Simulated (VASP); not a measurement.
MgS (rock salt) relaxed at rising pressure, in one space group throughout; other phases were not tried. The pressures are those reached. Computed with LDA (Ceperley-Alder, Perdew-Zunger), VASP's LDA PAW potentials (set 64) (plane waves; VASP).

```tsv
P (GPa)	V (Å³/atom)	k-mesh
-0.03	16.752	9×9×9
4.98	15.891	9×9×9
9.98	15.214	9×9×9
19.85	14.192	9×9×9
29.78	13.420	10×10×10
```

A change of mesh leaves a small step in the series.

Question: Fit an equation of state and predict the volume at 44.93 GPa.

Answer: Least squares on the third-order Birch-Murnaghan form, P = (3B0/2)(y⁷ − y⁵)[1 + (3/4)(B′ − 4)(y² − 1)] with y = (V0/V)^(1/3), gives V0 = 16.745 Å³/atom, B0 = 86 GPa and B′ = 4.1, and so 12.529 Å³/atom. The run gave 12.527 Å³/atom, -0.0 % from the fit.

Pressures at which the relaxation failed are left out.

The compound is MgS in the rock salt structure.
